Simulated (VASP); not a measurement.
An input for Ansatz (written as the equivalent of a VASP run, and not itself run):

Ansatz 0.2 input:
```yaml
crystal:
  lattice:
    - [5.2460400, 0.0000000, 0.0000000]
    - [-2.6230200, 4.5432040, 0.0000000]
    - [0.0000000, 0.0000000, 4.1875900]
  atoms:
    - { symbol: Co, position: [0.0017380, 0.4800170, -0.0118110] }
    - { symbol: Co, position: [0.5107860, 0.0153200, -0.0281300] }
    - { symbol: Co, position: [0.5022650, 0.5101720, -0.0194160] }
    - { symbol: Sn, position: [0.6677500, 0.3478370, 0.5065850] }
    - { symbol: Sn, position: [0.3334270, 0.6497950, 0.5402940] }
    - { symbol: Sn, position: [-0.0159660, -0.0031410, 0.0124770] }
kpoints:
  mp_grid: { grid: [6, 6, 6] }
hamiltonian:
  xc: pbesol
  pseudopotentials: { kind: paw }
scf:
  occupations: { method: methfessel_paxton, width: 0.1 }
  max_iter: 100
output: { forces: true, stress: true, eigenvalues: true }
```

### Question
Write the VASP files for the same calculation (PBEsol).

### Answer
This is not unique; one that fits is 
POSCAR:
```
CoSn
5.246040
  1.0000000000   0.0000000000   0.0000000000
 -0.5000000000   0.8660254211   0.0000000000
  0.0000000000   0.0000000000   0.7982382902
Co Sn
3 3
Cartesian
 -0.2382705000   0.4157069246  -0.0094279924
  0.5031260000   0.0132675095  -0.0224544431
  0.2471790000   0.4418219211  -0.0154985946
  0.4938315000   0.3012356844   0.4043755442
  0.0085295000   0.5627389885   0.4312833588
 -0.0143955000  -0.0027201858   0.0099596191
```

KPOINTS:
```
Automatic mesh
0
Gamma
6 6 6
0 0 0
```

INCAR:
```
PREC=Accurate
LCHARG=.False.
SYSTEM=CoSn
SIGMA=0.1   # width (eV)
LASPH=.True.   # aspherical one-centre terms
EDIFF=1E-6   # SCF stop (eV)
LWAVE=.False.
GGA=PS
ISMEAR=1
ISIF=2   # forces and stress, cell fixed
ALGO=Normal   # blocked Davidson
NELM=100   # most electronic steps
ENCUT=300   # plane-wave cut-off (eV)
LMAXMIX=4   # l cut-off of mixed one-centre charges
LREAL=.False.   # projection in real space or not
```

POTCAR, in this order: Co Sn_d (PBE.64 set). Program: vasp_std.

Limits of the translation: each code has its own PAW files, so the cut-off isn't converted (ENCUT is set for VASP's; basis.ecutwfc is left out, and Ansatz then takes the one that its files recommend); Ansatz stops its SCF on the density residual and VASP on the energy change (EDIFF).

The structure comes from a computed database's CoSn entry; how it stands against other phases isn't given here. The cell was not relaxed at this level.
